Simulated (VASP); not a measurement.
Input:

```xyz
2
Lattice="0.0000 2.7358 2.7358 2.7358 0.0000 2.7358 2.7358 2.7358 0.0000" Properties=species:S:1:pos:R:3 pbc="T T T"
Mg     2.7358     5.4717     2.7358
Se     2.7358     2.7358     2.7358
```

These are vdW-DF-cx, VASP's PBE PAW potentials (set 64) (plane waves; VASP 6.6.1) values and carry that method's errors. Settings: 520 eV cut-off, 9×9×9 Γ-centred mesh, tetrahedra with Blöchl corrections, potentials Mg Se.

What does the run give for the energy per atom (σ→0)?

| Property | Result |
|---|---|
| energy per atom (σ→0) | -2392 meV/atom |

The compound is MgSe in the rock salt structure. It was relaxed first.
